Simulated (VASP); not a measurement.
```yaml
crystal:
  lattice:
    - [0.00000, 2.44817, 2.44817]
    - [2.44817, 0.00000, 2.44817]
    - [2.44817, 2.44817, 0.00000]
  atoms:
    - { symbol: Y, position: [0.00000, 0.00000, 0.00000] }
    - { symbol: N, position: [0.50000, 0.50000, 0.50000] }
```

Computed with r2SCAN meta-GGA, VASP's PBE PAW potentials (set 64) (plane waves; VASP 6.6.1). Run with 600 eV cut-off, 8×8×8 Γ-centred mesh, Gaussian smearing of 0.050 eV, potentials Y_sv N.

Each relaxation starts from this cell; other phases were not tried.

Problem. The cell is relaxed at 5 GPa. What happens?

Solution. The volume per atom goes from 14.67 to 14.28 Å³ (-2.7 %), and the cell becomes a = 4.852 Å, b = 4.852 Å, c = 4.852 Å, α = 90.00°, β = 90.00°, γ = 90.00°, space group Fm-3m. The gap on the mesh goes from 0.59 to 0.55 eV.

Problem. The cell is relaxed at 10 GPa. What happens?

Solution. The volume per atom goes from 14.67 to 13.92 Å³ (-5.1 %), and the cell becomes a = 4.8117 Å, b = 4.8117 Å, c = 4.8117 Å, α = 90.00°, β = 90.00°, γ = 90.00°, space group Fm-3m. The gap on the mesh goes from 0.59 to 0.50 eV.

Failed runs are left out, and for metals the shear rows, which the mesh's noise covers.

The compound is YN in the rock salt structure.
